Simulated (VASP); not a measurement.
The input files of a VASP run:

**POSCAR**
```
ZnSe
1
    0.0000000000     2.8662991181     2.8662991181
    2.8662991181     0.0000000000     2.8662991181
    2.8662991181     2.8662991181     0.0000000000
Zn Se
1 1
Direct
  0.0000000000   1.0000000000   1.0000000000
  0.2500000000   0.2500000000   0.2500000000
```

INCAR:
```
SYSTEM = ZnSe
PREC = Accurate
ENCUT = 350
EDIFF = 1E-6
NELM = 100
ALGO = Normal
LREAL = .FALSE.
LASPH = .TRUE.
ISMEAR = 0
SIGMA = 0.05
GGA = PE
LMAXMIX = 4
LWAVE = .FALSE.
LCHARG = .TRUE.
```

File KPOINTS:
```
Automatic
0
gamma
7 7 7
0 0 0
```

POTCAR, in this order: Zn Se (PBE.64 set). Program: vasp_std.

Q: Write an equivalent input for Ansatz.

A: One equivalent input (not run):
Ansatz 0.2 input:
```yaml
crystal:
  lattice:
    - [0.0000000, 2.8662991, 2.8662991]
    - [2.8662991, 0.0000000, 2.8662991]
    - [2.8662991, 2.8662991, 0.0000000]
  atoms:
    - { symbol: Zn, position: [0.0000000, 1.0000000, 1.0000000] }
    - { symbol: Se, position: [0.2500000, 0.2500000, 0.2500000] }
kpoints:
  mp_grid: { grid: [7, 7, 7] }
hamiltonian:
  xc: pbe
  pseudopotentials: { kind: paw }
scf:
  occupations: { method: gaussian, width: 0.05 }
  max_iter: 100
output: { forces: true, stress: true, eigenvalues: true }
```
Limits of the translation: each code has its own PAW files, so the cut-off isn't converted (ENCUT is set for VASP's; basis.ecutwfc is left out, and Ansatz then takes the one that its files recommend); Ansatz stops its SCF on the density residual and VASP on the energy change (EDIFF).

The compound is ZnSe in the zinc blende structure. It was relaxed first.
